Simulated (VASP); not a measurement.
Computed with rev-vdW-DF2, VASP's PBE PAW potentials (set 64) (plane waves; VASP).

The input files of a VASP run:

INCAR:
```
SYSTEM = ZrO2
PREC = Accurate
ENCUT = 520
EDIFF = 1E-7
NELM = 100
ALGO = Normal
LREAL = .FALSE.
LASPH = .TRUE.
ISMEAR = 0
SIGMA = 0.05
GGA = MK
PARAM1 = 0.1234568
PARAM2 = 0.7114
ZAB_VDW = -1.8867
LUSE_VDW = .TRUE.
AGGAC = 0.0
LMAXMIX = 4
LWAVE = .FALSE.
LCHARG = .FALSE.
ISIF = 2
```

POSCAR:
```
ZrO2
1
    0.0000000000     2.5735441585     2.5735441585
    2.5735441585     0.0000000000     2.5735441585
    2.5735441585     2.5735441585     0.0000000000
Zr O
1 2
Direct
  0.0000000000   0.0000000000   0.0000000000
  0.2500000000   0.2500000000   0.2500000000
  0.7500000000   0.7500000000   0.7500000000
```

### KPOINTS
```
Automatic mesh
0
Gamma
8 8 8
0 0 0
```

POTCAR, in this order: Zr_sv O (PBE.64 set). Program: vasp_std.

**Question.** What does the run give for the energy per atom (σ→0), pressure, band gap (on the k-mesh)?

**Answer.** 
```json
{
  "energy per atom (σ→0)": "-7.973 eV/atom",
  "band gap (on the k-mesh)": "3.25 eV",
  "pressure": "-6.84 GPa"
}
```

**OSZICAR**
```
...
DAV:  10    -0.239185673945E+02   -0.70101E-03   -0.39930E-03  1184   0.663E-01    0.123E-01
DAV:  11    -0.239185598744E+02    0.75201E-05   -0.12287E-03  1144   0.288E-01    0.107E-01
DAV:  12    -0.239185146966E+02    0.45178E-04   -0.23980E-04  1080   0.117E-01    0.281E-03
DAV:  13    -0.239185152764E+02   -0.57974E-06   -0.39923E-06  1080   0.179E-02    0.204E-03
DAV:  14    -0.239185154943E+02   -0.21792E-06   -0.57916E-07  1096   0.611E-03    0.511E-03
DAV:  15    -0.239185153691E+02    0.12521E-06   -0.16671E-07   848   0.429E-03    0.508E-04
DAV:  16    -0.239185153651E+02    0.39622E-08   -0.12178E-08   560   0.937E-04
   1 F= -.23918515E+02 E0= -.23918515E+02  d E =-.452436E-22
```

The compound is ZrO2 in the fluorite structure, the high-temperature cubic form, which is unstable at 0 K; the monoclinic form is the stable one. This cell is one point of a volume scan, at 1.03 of the reference volume.
